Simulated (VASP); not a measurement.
Level of theory: PBEsol GGA, VASP's PBE PAW potentials (set 64) (plane waves; VASP 6.6.1).

Input for VASP

File POSCAR:
```
Hf3TiN4
1
    0.0000000000     2.2205656698     2.2205656698
    2.2205656698     0.0000000000     2.2205656698
    8.8300677354     8.8300677354     0.0521949439
Ti N Hf
1 4 3
Direct
  0.0000000000   1.0000000000   0.0000000000
  0.5102114154   0.5102114154   0.1173414385
  0.5056481319   0.5056481319   0.3707639011
  0.4943518681   0.4943518681   0.6292360989
  0.4897885846   0.4897885846   0.8826585615
  0.0112012974   0.0112012974   0.2415990269
  0.0000000000   1.0000000000   0.5000000000
  0.9887987026   0.9887987026   0.7584009731
```

**KPOINTS**
```
Automatic
0
G
  13 13 4
0 0 0
```

**INCAR**
```
SYSTEM = Hf3TiN4
PREC = Accurate
ENCUT = 520
EDIFF = 1E-7
NELM = 100
ALGO = Normal
LREAL = .FALSE.
LASPH = .TRUE.
ISMEAR = -5
GGA = PS
LMAXMIX = 6
LWAVE = .FALSE.
LCHARG = .TRUE.
LORBIT = 11
NEDOS = 601
ISIF = 2
LEFG = .TRUE.
```

POTCAR, in this order: Ti_sv N Hf_pv (PBE.64 set). Program: vasp_std.

Output of the run:

File OSZICAR:
```
       N       E                     dE             d eps       ncg     rms          rms(c)
DAV:   1     0.530868839922E+03    0.53087E+03   -0.33068E+04 13986   0.179E+03
DAV:   2    -0.390341845300E+02   -0.56990E+03   -0.55062E+03 15649   0.486E+02
DAV:   3    -0.100567652097E+03   -0.61533E+02   -0.60171E+02 19267   0.132E+02
DAV:   4    -0.103038507697E+03   -0.24709E+01   -0.24346E+01 19655   0.259E+01
DAV:   5    -0.103098373232E+03   -0.59866E-01   -0.58541E-01 19122   0.349E+00    0.973E+01
DAV:   6    -0.919652380054E+02    0.11133E+02   -0.99812E+01 18585   0.632E+01    0.720E+01
DAV:   7    -0.996013145718E+02   -0.76361E+01   -0.18260E+02 20281   0.893E+01    0.489E+01
DAV:   8    -0.961147589808E+02    0.34866E+01   -0.44503E+01 17028   0.298E+01    0.155E+01
DAV:   9    -0.898662451938E+02    0.62485E+01   -0.18083E+01 20188   0.278E+01    0.552E+00
DAV:  10    -0.897742172138E+02    0.92028E-01   -0.58109E+00 20490   0.138E+01    0.471E+00
DAV:  11    -0.896391408009E+02    0.13508E+00   -0.17471E+00 19174   0.714E+00    0.157E+00
DAV:  12    -0.896586019480E+02   -0.19461E-01   -0.26050E-01 19376   0.343E+00    0.157E+00
DAV:  13    -0.896613233423E+02   -0.27214E-02   -0.46040E-01 19613   0.415E+00    0.111E+00
DAV:  14    -0.896388009229E+02    0.22522E-01   -0.23137E-01 19335   0.303E+00    0.630E-01
DAV:  15    -0.896328435450E+02    0.59574E-02   -0.25059E-02 18814   0.102E+00    0.755E-02
DAV:  16    -0.896330661072E+02   -0.22256E-03   -0.18040E-03 21948   0.243E-01    0.775E-02
DAV:  17    -0.896329118314E+02    0.15428E-03   -0.35374E-04 19188   0.128E-01    0.214E-02
DAV:  18    -0.896329122287E+02   -0.39727E-06   -0.24878E-05 20044   0.248E-02    0.197E-02
DAV:  19    -0.896329087015E+02    0.35271E-05   -0.21267E-06 17105   0.791E-03    0.207E-02
DAV:  20    -0.896329089235E+02   -0.22195E-06   -0.99642E-08 10572   0.201E-03    0.184E-02
DAV:  21    -0.896329067357E+02    0.21878E-05   -0.41263E-06 18643   0.133E-02    0.781E-03
DAV:  22    -0.896329053111E+02    0.14246E-05   -0.69407E-07 17260   0.478E-03    0.107E-02
DAV:  23    -0.896329057592E+02   -0.44805E-06   -0.14303E-07  9802   0.244E-03    0.610E-03
DAV:  24    -0.896329068542E+02   -0.10950E-05   -0.29297E-07 13082   0.251E-03    0.354E-03
DAV:  25    -0.896329063097E+02    0.54450E-06   -0.43658E-08  9303   0.139E-03    0.171E-03
DAV:  26    -0.896329057399E+02    0.56983E-06   -0.50883E-08  9211   0.103E-03    0.101E-03
DAV:  27    -0.896329057485E+02   -0.86775E-08   -0.73905E-09  9043   0.659E-04
   1 F= -.89632906E+02 E0= -.89632906E+02  d E =0.000000E+00
```

**OUTCAR**
```
------------------------ aborting loop because EDIFF is reached ----------------------------------------
  FORCE on cell =-STRESS in cart. coord.  units (eV):
  Direction    XX          YY          ZZ          XY          YZ          ZX
  --------------------------------------------------------------------------------------
  Total       -0.0112285     -0.0112285     -0.0112285      0.0595833     -0.0595833     -0.0595833
  in kB       -0.2072024     -0.2072024     -0.2072024      1.0995102     -1.0995102     -1.0995102
  external PRESSURE =      -0.2072024 kB  Pullay stress =       0.0000000 kB
  volume of cell :       86.82
      direct lattice vectors                 reciprocal lattice vectors
     0.000000000  2.220565670  2.220565670    -0.225835313  0.224500390  0.225835313
     2.220565670  0.000000000  2.220565670     0.224500390 -0.225835313  0.225835313
     8.830067735  8.830067735  0.052194944     0.056792559  0.056792559 -0.056792559
 POSITION                                       TOTAL-FORCE (eV/Angst)
 -----------------------------------------------------------------------------------
      0.00000      0.00000      0.00000        -0.000000      0.000000     -0.000000
      2.16909      2.16909      2.27204         0.010767      0.010767     -0.010767
      4.39670      4.39670      2.26500        -0.005360     -0.005360      0.005360
      6.65394      6.65394      2.22832         0.005360      0.005360     -0.005360
      8.88154      8.88154      2.22129        -0.010767     -0.010767      0.010767
      2.15821      2.15821      0.06236        -0.017055     -0.017055      0.017055
      4.41503      4.41503      0.02610         0.000000      0.000000      0.000000
      8.89242      8.89242      4.43097         0.017055      0.017055     -0.017055
 -----------------------------------------------------------------------------------
    total drift:                                0.000000     -0.000000      0.000000
  FREE ENERGIE OF THE ION-ELECTRON SYSTEM (eV)
  ---------------------------------------------------
  free  energy   TOTEN  =       -89.6329057485 eV

  energy  without entropy=      -89.6329057485  energy(sigma->0) =      -89.63290575

 total charge

# of ion       s       p       d       tot
------------------------------------------
    1        2.170   6.196   1.973  10.339
    2        1.232   2.496   0.000   3.729
    3        1.230   2.517   0.000   3.747
    4        1.230   2.517   0.000   3.747
    5        1.232   2.496   0.000   3.729
    6        0.308   6.641   1.818   8.767
    7        0.302   6.616   1.825   8.743
    8        0.308   6.641   1.818   8.767
--------------------------------------------------
tot          8.012  36.122   7.433  51.566

 Electric field gradients after diagonalization (V/A^2)
 (convention: |V_zz| > |V_xx| > |V_yy|)
----------------------------------------------------------------------
 ion       V_xx      V_yy      V_zz     asymmetry (V_yy - V_xx)/ V_zz
----------------------------------------------------------------------
   1       0.291     0.289    -0.581       0.003
   2       0.295     0.293    -0.589       0.003
   3      -0.570    -0.568     1.138       0.001
   4      -0.570    -0.568     1.138       0.001
   5       0.295     0.293    -0.589       0.003
   6      -3.062    -3.061     6.123       0.000
   7       5.394     5.394   -10.788       0.000
   8      -3.062    -3.061     6.123       0.000
```
(Selected blocks of OUTCAR.)

OUTCAR:
```
 val. band max:        9.1978951316   @ k =   0.4615   0.1538  -0.0000

 cond. band min:       8.8737095267   @ k =  -0.4615   0.4615   0.0000


 Fermi energy:         9.0169194713

 k-point     1 :       0.0000    0.0000    0.0000
  band No.  band energies     occupation
      1     -48.5046      2.00000
      2     -24.9821      2.00000
      3     -24.7487      2.00000
      4     -24.7487      2.00000
      5     -22.8266      2.00000
      6     -22.4841      2.00000
      7     -22.0964      2.00000
      8     -21.9914      2.00000
      9     -21.9914      2.00000
     10     -21.9378      2.00000
     11     -21.9378      2.00000
     12     -21.9214      2.00000
     13     -21.9214      2.00000
     14      -8.4484      2.00000
     15      -7.2701      2.00000
     16      -6.9634      2.00000
     17      -5.5496      2.00000
     18       0.1836      2.00000
     19       2.6739      2.00000
     20       2.8933      2.00000
     21       2.8933      2.00000
     22       2.8947      2.00000
     23       4.0266      2.00000
     24       4.0266      2.00000
     25       4.1785      2.00000
     26       4.1785      2.00000
     27       6.2324      2.00000
     28       6.2324      2.00000
     29       6.2960      2.00000
     30       8.4733      2.00000
     31       8.4733      2.00000
     32       8.6489      2.00236
     33       9.4155     -0.37045
     34       9.7937      0.00000
     35       9.7937      0.00000
     36       9.8827      0.00000
     37      10.5252      0.00000

 k-point     2 :       0.0769    0.0000   -0.0000
  band No.  band energies     occupation
      1     -48.5024      2.00000
      2     -24.9769      2.00000
      3     -24.7686      2.00000
      4     -24.7529      2.00000
      5     -22.8117      2.00000
      6     -22.4736      2.00000
      7     -22.1094      2.00000
      8     -22.0373      2.00000
      9     -22.0066      2.00000
     10     -21.9817      2.00000
     11     -21.9693      2.00000
...
```

For a metal the tetrahedron method with Blöchl corrections gives inexact stress and forces. Unless said otherwise, spin-orbit coupling is left out, though it shifts the bands of the heavy elements here.

The structure was generated: Hf3TiN4 was put into an ordered model structure (R-3m), which need not be its known phase. It was relaxed first.
